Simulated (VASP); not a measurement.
Elastic constants (GPa) of a crystal from VASP with PBEsol GGA, VASP's PBE PAW potentials (set 64):

```csv
,xx,yy,zz,yz,xz,xy
xx,288.2,159.3,159.3,0.0,0.0,0.0
yy,159.3,288.2,159.3,0.0,0.0,0.0
zz,159.3,159.3,288.2,0.0,0.0,0.0
yz,0.0,0.0,0.0,180.3,0.0,0.0
xz,0.0,0.0,0.0,0.0,180.3,0.0
xy,0.0,0.0,0.0,0.0,0.0,180.3
```

Q: Work out the Voigt, Reuss and Hill moduli, Young's modulus and Poisson's ratio.

A: All eigenvalues are positive (smallest 128.9 GPa), so the crystal is stable. K_V = (C11+C22+C33+2(C12+C13+C23))/9 = (864.6 + 2×477.9)/9 = 202.3 GPa; G_V = (864.6 − 477.9 + 3×540.9)/15 = 134.0 GPa. From the compliances, K_R = 202.3 GPa and G_R = 104.9 GPa. Hill: K = 202.3 GPa, G = 119.4 GPa, E = 9KG/(3K+G) = 299.4 GPa, ν = (3K−2G)/(2(3K+G)) = 0.253. K/G = 1.69, below Pugh's 1.75; universal anisotropy A^U = 1.39.

Q: With a density of 3.25 g/cm³, what are the mean sound speeds?

A: v_l = √((K+4G/3)/ρ) = 10.55 km/s and v_t = √(G/ρ) = 6.07 km/s. The crystal is AlN (space group F-43m), cubic.

The structure comes from a computed database's AlN entry (F-43m); how it stands against other phases isn't given here. It was relaxed first.
